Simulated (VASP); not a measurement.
Data:

```yaml
crystal:
  lattice:
    - [0.00000, 3.19061, 3.19061]
    - [3.19061, 0.00000, 3.19061]
    - [3.19061, 3.19061, 0.00000]
  atoms:
    - { symbol: K, position: [0.00000, 0.00000, 0.00000] }
    - { symbol: Br, position: [0.50000, 0.50000, 0.50000] }
```

Calculation: LDA (Ceperley-Alder, Perdew-Zunger), VASP's LDA PAW potentials (set 64) (plane waves; VASP). Settings: 520 eV cut-off, Gaussian smearing of 0.050 eV, potentials K_sv Br.

Question: Give the energies of bands 6 to 11 at the high-symmetry points, in eV from the valence-band maximum.

Answer: 
```
band     Γ      X      U      L      W
----  ----  -----  -----  -----  -----
6     0.00  -0.96  -0.83  -1.47  -0.70
7     0.00  -0.33  -0.80  -0.45  -0.70
8     0.00  -0.33  -0.41  -0.45  -0.69
9     4.32   5.41   6.28   6.46   7.19
10    7.34   7.24   8.31   8.29   7.19
11    7.34   9.35   8.46   9.78   8.35
```

The gap is direct, 4.32 eV, from the valence maximum at Γ to the conduction minimum at Γ.

Measured: gap 7.40 eV (computed value off by -3.08 eV), as given by Aguado et al., (1998), arXiv:cond-mat/9809176.

The compound is KBr in the rock salt structure. It was relaxed first, which changed the volume by -10 %.
